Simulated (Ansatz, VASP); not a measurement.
# Cross-check of GeN between VASP and Ansatz

Wanted: the spread between two codes on one cell, functional and k mesh. The cell is generated by rule, not measured, and may not be a known phase. The cell is taken from a series of runs on this material, whose earlier steps may have relaxed, scaled, displaced or heated it; both programs get it as it stands.

Method: plane waves, with VASP 6.6.1 beside it; relaxation of cell and atoms at RPBE and zone-centre phonons at RPBE, in Ansatz 0.2.0.

## (1) The starting structure

Symmetry: R-3m, No. 166, trigonal system. Conventional cell: a = 3.099 Å, b = 3.099 Å, c = 16.800 Å, α = 90.00°, β = 90.00°, γ = 120.00°. Nearest to Ge lie 6 N at 2.10 Å. Nearest to Ge lie 6 N at 2.47 Å. Nearest to N lie 6 Ge at 2.10 to 2.47 Å. Farther neighbours and most contacts between anions are not listed.

## (2) Ansatz: relaxation of cell and atoms, RPBE, pair 1

Ansatz runs on its default PAW (the set named soft_2) files.

The relaxed volume is the usual yardstick between codes: in a stiff, nearly cubic crystal its relative difference is about their pressure difference at one cell divided by the bulk modulus.

Contents of input.yaml:

```yaml
crystal:
  lattice:
    - [1.5496236008, 0.8946756031, 5.5998545092]
    - [-1.5496236008, 0.8946756031, 5.5998545092]
    - [0.0, -1.7893512061, 5.5998545092]
  atoms:
    - { symbol: Ge, position: [0.0, 0.0, 0.0] }
    - { symbol: Ge, position: [0.5, 0.5, 0.5] }
    - { symbol: "N", position: [0.2684450569, 0.2684450569, 0.2684450569] }
    - { symbol: "N", position: [0.7315549431, 0.7315549431, 0.7315549431] }
kpoints:
  mp_grid: { grid: [15, 15, 15] }
hamiltonian:
  xc: rpbe
scf:
  occupations: { method: methfessel_paxton, width: 0.15 }
output:
  forces: true
  stress: true
  eigenvalues: true
relax:
  adjacent_minimum: "off"
  f_tol: 0.001
  max_steps: 60
  cell: { stress_tol: 0.01 }
```

On the command line:

```sh
ansatz run input.yaml --threads 4 --pin off --max-ram 7168MiB --backend cpu --events-out ev --progress --plain --runs-dir out
```

Numbers of over 12 decimals in the logs are rounded to 6 here.

What it wrote:

```text
basis.fft_grid_basis auto: the FFT boxes are laid along the combinations [[1, 0, -1], [0, 1, -1], [0, 0, 1]] of the cell's own vectors, 3.099, 3.099 and 5.879 Å long. The dense box has 24×24×40 points. Along the cell's own vectors, as sized, it would have 40×40×40, 2.78 times as many. Of the 12 symmetry operations that the crystal satisfies within crystal.symmetry.tolerance (time reversal apart; of a slab, those that [...]
Engine: ansatz 0.2.0, aarch64-unknown-linux-gnu
Pseudopotentials: kind: paw
Pseudopotential: Ge, paw, valence charge 14, recommended cutoff 420 eV (normal), Ge.paw.azcp
Pseudopotential: N, paw, valence charge 5, recommended cutoff 420 eV (normal), N.paw.azcp
Functional definition: RPBE
  parameter kappa = 0.804
  parameter beta = 0.066725
  exchange = rpbe_x(kappa = kappa, mu = beta*pi^2/3)
  correlation = pbe_c(beta = beta)
Crystal: 4 atoms, lattice volume = 46.582 Å³
Basis set: ecut = 420 eV, 883 PW (Γ), FFT grids on a1−a3, a2−a3, a3, exchange–correlation on 48×48×80 points (8 copies of the dense FFT grid, shifted against one another)
Bands: 23, of which v1, the nominal top of the filled ones, is band 19 counted from 1 (18 counted from 0)
Symmetry: 12 space group operations
Space group: R-3m (ITA 166), of the structure as read, at distance tolerance 3.6e-5 Å
k-points: 344 of 3375
Non-local potential: Ge, projectors of the file, l = 0: 2, l = 1: 2, l = 2: 3, l = 3: 1
Non-local potential: N, projectors of the file, l = 0: 2, l = 1: 2, l = 2: 1
PAW form: soft (Blöchl's): semilocal exchange-correlation on the pseudo side does not see the compensation charge
PAW frozen core: Ge, regenerated for the run's functional, and the local potential with it (the file was generated under x = pbe(κ = 0.804, μ = 0.219515), c = pbe(β = 0.066725))
PAW frozen core: N, regenerated for the run's functional, and the local potential with it (the file was generated under x = pbe(κ = 0.804, μ = 0.219515), c = pbe(β = 0.066725))
PAW one-centre angular grid: Ge, 590 points (default); XC on 64 Gauss nodes
PAW one-centre angular grid: N, 110 points (default); XC on 64 Gauss nodes
Initial density: superposition of atomic densities (neutral atoms: chi_scale 0, normalization atom), corrected by the library's trained network
Initial wavefunctions: pseudopotential atomic-orbital guess
Functional: x = rpbe, c = pbe(β = 0.066725)
SCF iter   1: F=—  HF=-9369.826953 eV  |F-HF|=—  |Δ(HF+E_count)|=         —  Δρ=6.55e-3  dr2=3.59e-2  ethr=1.77e-3  ⟨swp⟩=5.0  Hψ=30359  notcnv=0
preconditioner: auto → Kerker (q_TF=auto, 2.637 Å⁻¹)  [metal: Δε(μ)=0.009 eV  Ē_g=20.006 eV  σ=0.150 eV  W_gap=0.05  n_scr=16 (ndim 8)  ℏωp=33.5 eV  f_vac=0.000  D(μ)=0.46/eV (n_scr^D=2)]
SCF iter   2: F=—  HF=-9369.820650 eV  |F-HF|=—  |Δ(HF+E_count)|=   6.30e-3  S|Δr|=    0.00e0  Δρ=2.88e-3  dr2=9.00e-3  ethr=9.45e-5  ⟨swp⟩=2.0  Hψ=16970  notcnv=0
SCF iter   3: F=—  HF=-9369.819280 eV  |F-HF|=—  |Δ(HF+E_count)|=   1.37e-3  S|Δr|=    0.00e0  Δρ=1.40e-3  dr2=2.84e-3  ethr=2.37e-5  ⟨swp⟩=1.0  Hψ=7913  notcnv=0
SCF iter   4: F=—  HF=-9369.818690 eV  |F-HF|=—  |Δ(HF+E_count)|=   5.90e-4  S|Δr|=    0.00e0  Δρ=5.00e-4  dr2=2.25e-4  ethr=7.47e-6  ⟨swp⟩=2.9  Hψ=13562  notcnv=0
SCF iter   5: F=—  HF=-9369.818637 eV  |F-HF|=—  |Δ(HF+E_count)|=   5.34e-5  S|Δr|=    0.00e0  Δρ=2.87e-4  dr2=3.65e-5  ethr=5.92e-7  ⟨swp⟩=2.0  Hψ=14399  notcnv=0
SCF iter   6: F=—  HF=-9369.818667 eV  |F-HF|=—  |Δ(HF+E_count)|=   3.04e-5  S|Δr|=    0.00e0  Δρ=5.62e-5  dr2=1.66e-6  ethr=9.61e-8  ⟨swp⟩=2.0  Hψ=10273  notcnv=0
SCF iter   7: F=-9369.818668 eV  HF=-9369.818668 eV  |F-HF|=6.77e-10  |Δ(HF+E_count)|=   8.24e-7  S|Δr|=    0.00e0  Δρ=1.28e-5  dr2=6.33e-8  ethr=2.63e-10  ⟨swp⟩=2.8  Hψ=32141  notcnv=0
the search or the solves at the SCF's close seem to have found levels that the self-consistency loop had missed (the run counts 1). By its estimate they hold under 1e-12 electrons; where the run keeps them, the occupations were computed again with them
SCF 1 converged in 7 iterations: F = -9369.818668 eV  dr2 = 6.33e-8
  greatest PAW one-centre occupation: 0.999 electrons in one spin orbital (limit 2), on the Ge atom at site 0 (counted from 0), in its partial waves of l = 2
relax step   1: F+E_penalty+E_count = -9369.81866803 eV  Δ(F+E_penalty+E_count) = +0.000e0 eV  max|allowed force component| = 5.013e-4 eV/Å  Δτ_max = 0.0000 Å  P = +0.025 GPa  Ω = 46.582 Å³  (7 SCF iters, dr2 threshold 1.00e-7 eV, accepted)
[...]
relax step   2: F+E_penalty+E_count = -9369.81865217 eV  Δ(F+E_penalty+E_count) = +1.585e-5 eV  max|allowed force component| = 2.632e-3 eV/Å  Δτ_max = 0.0001 Å  P = +0.008 GPa  Ω = 46.589 Å³  energy of the carried Pulay correction = -1.659e-5 eV  (4 SCF iters, dr2 threshold 2.94e-9 eV, accepted)
[...]
relax step   3: F+E_penalty+E_count = -9369.81865041 eV  Δ(F+E_penalty+E_count) = +1.762e-6 eV  max|allowed force component| = 1.027e-3 eV/Å  Δτ_max = 0.0001 Å  P = +0.001 GPa  Ω = 46.590 Å³  energy of the carried Pulay correction = -1.879e-5 eV  (4 SCF iters, dr2 threshold 8.01e-10 eV, accepted)
[...]
relax step   4: F+E_penalty+E_count = -9369.81865166 eV  Δ(F+E_penalty+E_count) = -1.251e-6 eV  max|allowed force component| = 9.699e-5 eV/Å  Δτ_max = 0.0001 Å  P = +0.001 GPa  Ω = 46.589 Å³  energy of the carried Pulay correction = -1.767e-5 eV  (5 SCF iters, dr2 threshold 6.60e-11 eV, accepted)
[...]
relax step   5: F+E_penalty+E_count = -9369.81866842 eV  Δ(F+E_penalty+E_count) = -1.676e-5 eV  max|allowed force component| = 9.455e-5 eV/Å  Δτ_max = 0.0000 Å  P = +0.002 GPa  Ω = 46.589 Å³  stress off target by 3.21e-3 GPa  SCF on the basis re-selected at this cell (its energy is not comparable with the rows above)  (5 SCF iters)
basis re-selected at this cell: Δ(F+E_penalty+E_count) = -1.676e-5 eV, ΔP = +0.001 GPa vs the last step (what re-selecting the basis moved, of the pressure what is left beyond the Pulay correction that the steps carried, after the strain that the cell walked since its last selection, with what the two solves' SCF thresholds leave and, on support functions, any second-order correction that the steps lacked; it is no m [...]
SCF converged after 5 iterations
Stability not checked: this state was not tested for a lower state beside it, because cold or Methfessel-Paxton smearing, or corrected tetrahedra, fill the levels in a way that the test cannot read (fill_not_monotonic; see scf.lower_state_search)
Free energy (F): -9369.818668 eV
Harris-Foulkes:  -9369.818668 eV  (|F-HF|=5.46e-12)
Internal energy: -9369.818910 eV  (E = F + TS)
E sigma→0 (E₀):  -9369.818729 eV
Entropy (-TS):   0.000242 eV (0.060 meV/atom)
Fermi energy:    12.574318 eV
--- Per-component energies (eV) ---
  E_band       = -162.221246
  E_kinetic    = 476.965441
  E_local      = -4433.893452  (includes V_loc(G=0)·N_el)
  E_nonlocal   = 924.113395
  E_hartree    = 1901.318266
  E_xc         = -270.560488
  E_vxc        = -280.283427  (∫ρ·V_xc dr)
  E_paw        = -4303.271411  (= ΣΔE_a)
  E_vpaw       = -651.760554  (= ΣTr[D̂ρ^β])
  E_aug_tail   = 0.000823  (compensation charges beyond the density's cutoff)
  E_ewald      = -3664.091089
  E_core_change = -0.400394  (= ΣΔE_core)
  E_smearing   = 0.000242  (= −TS)
  E_closure    = 0.000000  (closes the sum)
  Σ components = -9369.818668   (vs F -9369.818668, Δ=0.00e0)
--- Forces (eV/Å), atoms counted from 1 ---
  atom   1  Ge    -0.00000000    -0.00000000     0.00000000
  atom   2  Ge     0.00000000     0.00000000    -0.00000000
  atom   3  N      0.00000000    -0.00000000    -0.00009455
  atom   4  N     -0.00000000     0.00000000     0.00009455
  max |Σ_I F_I| component: 1.36e-20 eV/Å
--- Stress (GPa, compression-positive) ---
        0.003210       0.000000       0.000000
        0.000000       0.003210      -0.000000
        0.000000      -0.000000      -0.000594
  P = ⅓ Tr σ = 0.0019 GPa (0.019 kbar)
--- Band table (eV; the first three rows and the last of 344) ---
  k-point 0: bands = [... 15 lower, 10.4739, 10.4739, 10.5681, 10.5681, 15.0051, 15.7406, 17.8376, 17.8376]
  k-point 1: bands = [... 15 lower, 10.2038, 10.3347, 10.7004, 10.8263, 15.2645, 15.5443, 17.8272, 17.9031]
  k-point 2: bands = [... 15 lower, 9.8026, 10.1458, 10.7269, 11.2566, 15.0443, 15.8042, 17.5979, 18.0196]
  k-point 343: bands = [... 15 lower, 10.1249, 10.4339, 10.7680, 13.1397, 13.5859, 16.4054, 17.7689, 18.4419]
--- Relaxed structure (4 steps of the walk, 4 accepted, 1 SCFs on fresh bases) ---
  F+E_penalty+E_count = -9369.81866842 eV   max|allowed force component| = 9.455e-5 eV/Å   (the final SCF, on the basis selected at the relaxed cell)
  cell:  # Å, volume = 46.5892 Å³
    - [1.549807, 0.894781, 5.599379]
    - [-1.549807, 0.894781, 5.599379]
    - [0, -1.789563, 5.599379]
  atoms:
    - { symbol: Ge, position: [0, 0, 0] }
    - { symbol: Ge, position: [0.500000, 0.500000, 0.500000] }
    - { symbol: N, position: [0.268438, 0.268438, 0.268438] }
    - { symbol: N, position: [0.731562, 0.731562, 0.731562] }
```

Reading the cycles: dr2 is the Hartree energy of the density residual (eV), the measure of convergence; HF is the Harris–Foulkes estimate of the energy, which meets the free energy F at convergence.

## (3) VASP: relaxation of cell and atoms, RPBE, pair 1

The same cell, functional, mesh and smearing now go to VASP, with its own data sets.

Lines of VASP's logs that name or quote its potential files are left out, and so is its time.

Contents of INCAR:

```
SYSTEM = GeN
PREC = Accurate
ENCUT = 600
EDIFF = 1E-07
NELM = 120
ISMEAR = 1
SIGMA = 0.15
LREAL = .FALSE.
ALGO = Normal
GGA = RP
NBANDS = 25
LORBIT = 11
LWAVE = .FALSE.
LCHARG = .FALSE.
ISIF = 3
IBRION = 2
NSW = 80
EDIFFG = -0.005
LASPH = .TRUE.
GGA_COMPAT = .FALSE.
NELMIN = 4
KPAR = 2
```

Contents of POSCAR:

```
GeN
1.0
    1.5496240000      0.8946760000      5.5998550000
   -1.5496240000      0.8946760000      5.5998550000
    0.0000000000     -1.7893510000      5.5998550000
Ge N
2 2
Direct
    0.0000000000      0.0000000000      0.0000000000
    0.5000000000      0.5000000000      0.5000000000
    0.2684450758      0.2684450758      0.2684450758
    0.7315549242      0.7315549242      0.7315549242
```

Contents of KPOINTS:

```
Automatic mesh
0
Gamma
15 15 15
0 0 0
```

Potentials, in the order of the species: Ge_d and N (PBE family, release 64).

On the command line:

```sh
mpirun -np 2 vasp_std
```

What it wrote:

```text
[banner, memory and clock lines left out]
running    2 mpi-ranks, on    1 nodes
 distrk:  each k-point on    1 cores,    2 groups
 distr:  one band on    1 cores,    1 groups

 POSCAR found type information on POSCAR GeN
 POSCAR found :  2 types and       4 ions
|                                                                             |
|               ----> ADVICE to this user running VASP <----                  |
|                                                                             |
|     You enforced a specific xc type in the INCAR file but a different       |
|     [... a line on the potential file left out ...]
|     I HOPE YOU KNOW WHAT YOU ARE DOING!                                     |
|                                                                             |

 LDA part: xc-table for (Slater+PW92), standard interpolation
 POSCAR, INCAR and KPOINTS ok, starting setup
 FFT: planning ... GRIDC
 FFT: planning ... GRID_SOFT
 FFT: planning ... GRID
 WAVECAR not read
 entering main loop
       N       E                     dE             d eps       ncg     rms          rms(c)
DAV:   1     0.323324384878E+03    0.32332E+03   -0.20843E+04 21263   0.453E+03
DAV:   2     0.277560032434E+02   -0.29557E+03   -0.28644E+03 17680   0.758E+02
DAV:   3    -0.226076622424E+02   -0.50364E+02   -0.49379E+02 20200   0.190E+02
DAV:   4    -0.247981180222E+02   -0.21905E+01   -0.21814E+01 20537   0.442E+01
DAV:   5    -0.248398217559E+02   -0.41704E-01   -0.41658E-01 21456   0.652E+00    0.103E+01
DAV:   6    -0.216795067251E+02    0.31603E+01   -0.17929E+01 24116   0.325E+01    0.377E+00
DAV:   7    -0.216728106074E+02    0.66961E-02   -0.12711E+00 19537   0.841E+00    0.230E+00
DAV:   8    -0.216650046112E+02    0.78060E-02   -0.12440E-01 25120   0.441E+00    0.460E-01
DAV:   9    -0.216623582520E+02    0.26464E-02   -0.17928E-02 25666   0.210E+00    0.209E-01
DAV:  10    -0.216623090961E+02    0.49156E-04   -0.27883E-03 26056   0.132E+00    0.736E-02
DAV:  11    -0.216624532440E+02   -0.14415E-03   -0.73795E-04 23884   0.384E-01    0.416E-02
DAV:  12    -0.216624419749E+02    0.11269E-04   -0.15295E-04 26330   0.177E-01    0.146E-02
DAV:  13    -0.216624406228E+02    0.13521E-05   -0.21227E-05 22888   0.105E-01    0.362E-03
DAV:  14    -0.216624408640E+02   -0.24120E-06   -0.26387E-06 20964   0.290E-02    0.154E-03
DAV:  15    -0.216624408060E+02    0.57960E-07   -0.25904E-07 16418   0.694E-03
   1 F= -.21662441E+02 E0= -.21662517E+02  d E =-.216624E+02
 curvature:   0.00 expect dE= 0.000E+00 dE for cont linesearch  0.000E+00
 trial: gam= 0.00000 g(F)=  0.288E-06 g(S)=  0.252E-04 ort = 0.000E+00 (trialstep = 0.100E+01)
 search vector abs. value=  0.255E-04
 bond charge predicted
       N       E                     dE             d eps       ncg     rms          rms(c)
DAV:   1    -0.216627183597E+02   -0.27750E-03   -0.45010E-03 21634   0.123E+00    0.103E-01
DAV:   2    -0.216625157934E+02    0.20257E-03   -0.34345E-04 23847   0.322E-01    0.509E-02
DAV:   3    -0.216624505189E+02    0.65274E-04   -0.10115E-04 23407   0.245E-01    0.133E-02
DAV:   4    -0.216624450817E+02    0.54372E-05   -0.14121E-05 22877   0.963E-02    0.578E-03
DAV:   5    -0.216624433604E+02    0.17213E-05   -0.36873E-06 20856   0.405E-02    0.175E-03
DAV:   6    -0.216624431642E+02    0.19623E-06   -0.20661E-07 13134   0.674E-03    0.505E-04
DAV:   7    -0.216624431776E+02   -0.13438E-07   -0.67749E-08  9456   0.554E-03
   2 F= -.21662443E+02 E0= -.21662519E+02  d E =-.237160E-05
 trial-energy change:   -0.000002  1 .order   -0.000004   -0.000026    0.000017
 step:   0.5336(harm=  0.6011)  dis= 0.00004  next Energy=   -21.662447 (dE=-0.652E-05)
 bond charge predicted
       N       E                     dE             d eps       ncg     rms          rms(c)
DAV:   1    -0.216625066063E+02   -0.63442E-04   -0.97893E-04 21539   0.574E-01    0.482E-02
DAV:   2    -0.216624620060E+02    0.44600E-04   -0.74721E-05 23826   0.151E-01    0.238E-02
DAV:   3    -0.216624475628E+02    0.14443E-04   -0.22041E-05 23347   0.114E-01    0.622E-03
DAV:   4    -0.216624468275E+02    0.73532E-06   -0.30647E-06 22566   0.463E-02    0.270E-03
DAV:   5    -0.216624470010E+02   -0.17352E-06   -0.80148E-07 15080   0.189E-02    0.836E-04
DAV:   6    -0.216624471121E+02   -0.11113E-06   -0.48942E-08  9428   0.339E-03    0.238E-04
DAV:   7    -0.216624470858E+02    0.26272E-07   -0.23638E-08  9240   0.356E-03
   3 F= -.21662447E+02 E0= -.21662523E+02  d E =-.627980E-05
 curvature:  -0.29 expect dE=-0.141E-06 dE for cont linesearch -0.234E-08
 trial: gam= 0.00117 g(F)=  0.208E-08 g(S)=  0.480E-06 ort = 0.452E-06 (trialstep = 0.907E+00)
 search vector abs. value=  0.483E-06
 reached required accuracy - stopping structural energy minimisation
```

From OUTCAR (step 3):

```text
ion  position               nearest neighbor table
   1  0.000  0.000  0.000-   4 2.10   3 2.10   4 2.10   4 2.10   3 2.10   3 2.10
   2  0.500  0.500  0.500-
   3  0.268  0.268  0.268-   1 2.10   1 2.10   1 2.10
   4  0.732  0.732  0.732-   1 2.10   1 2.10   1 2.10

  LATTYP: Found a trigonal (rhomboedric) cell.
 ALAT       =     5.8787886258
 COS(alpha) =     0.8610345068

 Subroutine GETGRP returns: Found 12 space group operations
 (whereof 12 operations were pure point group operations)

The static configuration has the point symmetry D_3d.

 Found    344 irreducible k-points:

   k-points           NKPTS =    344   k-points in BZ     NKDIM =    344   number of bands    NBANDS=     25

   dimension x,y,z NGX =    48 NGY =   48 NGZ =   48
   dimension x,y,z NGXF=    96 NGYF=   96 NGZF=   96

   ENCUT  =  600.0 eV  44.10 Ry    6.64 a.u.  11.74 11.74 11.74*2*pi/ulx,y,z

   NELECT =      38.0000    total number of electrons

 k-points in reciprocal lattice and weights: Automatic mesh
   0.00000000  0.00000000  0.00000000       0.000
   0.06666667  0.00000000  0.00000000       0.002
   0.13333333  0.00000000  0.00000000       0.002
   0.20000000  0.00000000  0.00000000       0.002
   0.26666667  0.00000000  0.00000000       0.002
   0.33333333  0.00000000  0.00000000       0.002
   0.40000000  0.00000000  0.00000000       0.002
   0.46666667  0.00000000  0.00000000       0.002
   0.06666667  0.06666667  0.00000000       0.002
[...]
0.46666667  0.46666667  0.46666667       0.001
  -0.46666667  0.46666667  0.46666667       0.002

 average (electrostatic) potential at core
       1 -72.2416       2 -72.1964       3 -61.1313       4 -61.1313

 E-fermi :   8.1477

 k-point     1 :       0.0000    0.0000    0.0000
  band No.  band energies     occupation
    ...
     15       5.0272      2.00000
     16       6.0492      2.00000
     17       6.0492      2.00000
     18       6.1406      2.00000
     19       6.1406      2.00000
     20      10.5823     -0.00000
     21      11.3179      0.00000
     22      13.4070      0.00000
     23      13.4071      0.00000
     24      15.4417      0.00000
    ...

 k-point     2 :       0.0667    0.0000    0.0000
  band No.  band energies     occupation
    ...
     15       4.8483      2.00000
     16       5.7774      2.00000
     17       5.9083      2.00000
     18       6.2748      2.00000
     19       6.4011      2.00000
     20      10.8416     -0.00000
     21      11.1213     -0.00000
     22      13.3987      0.00000
     23      13.4728      0.00000
     24      15.2964      0.00000
    ...

 k-point     3 :       0.1333    0.0000    0.0000
  band No.  band energies     occupation
    ...
     15       4.1347      2.00000
     16       5.3757      2.00000
     17       5.7208      2.00000
     18       6.3019      2.00000
     19       6.8301      2.00000
     20      10.6204     -0.00000
     21      11.3812      0.00000
     22      13.1716      0.00000
     23      13.5897      0.00000
     24      14.8457      0.00000
    ...

  Total        0.0027468      0.0027468     -0.0049686      0.0000000     -0.0000000      0.0000000
  in kB        0.0944271      0.0944271     -0.1708062      0.0000000     -0.0000000      0.0000000
  external PRESSURE =       0.0060160 kB  Pullay stress =       0.0000000 kB

  energy-cutoff  :      600.00
  volume of cell :       46.61
      direct lattice vectors                 reciprocal lattice vectors
     1.549902876  0.894837009  5.600682782     0.322600859  0.186253728  0.059516542
    -1.549902876  0.894837009  5.600682782    -0.322600859  0.186253728  0.059516542
    -0.000000000 -1.789673018  5.600682782     0.000000000 -0.372507456  0.059516575

 POSITION                                       TOTAL-FORCE (eV/Angst)
 -----------------------------------------------------------------------------------
      0.00000      0.00000      0.00000         0.000000      0.000000      0.000000
     -0.00000      0.00000      8.40102         0.000000      0.000000      0.000000
     -0.00000      0.00000      4.51038         0.000000      0.000000      0.000147
     -0.00000      0.00000     12.29167        -0.000000     -0.000000     -0.000147
 -----------------------------------------------------------------------------------
    total drift:                                0.000000      0.000000     -0.000000

  FREE ENERGIE OF THE ION-ELECTRON SYSTEM (eV)
  ---------------------------------------------------
  free  energy   TOTEN  =       -21.6624470858 eV

  energy  without entropy=      -21.6626747800  energy(sigma->0) =      -21.66252298

 reached required accuracy - stopping structural energy minimisation

 total charge
# of ion       s       p       d       tot
------------------------------------------
    1        1.001   1.046  10.246  12.293
    2        1.402   0.632  10.044  12.078
    3        1.283   2.343   0.000   3.626
    4        1.283   2.343   0.000   3.626
--------------------------------------------------
tot          4.970   6.364  20.290  31.624

[... 3 further parts left out ...]
```

(Part 1 of 2 ends here.)

[Lines on the potential files, build, host, timing and source positions are cut from VASP's logs without a mark.]

[Logs are printed without paths, hosts, clocks, repeated set-up lines and the standing remarks that a program may print on its own settings, such as how far it seeks lower states.]

[Hosts, paths, dates, database ids (printed as entryN), source tags and the programs' standing remarks are cut or masked in the printed files.]
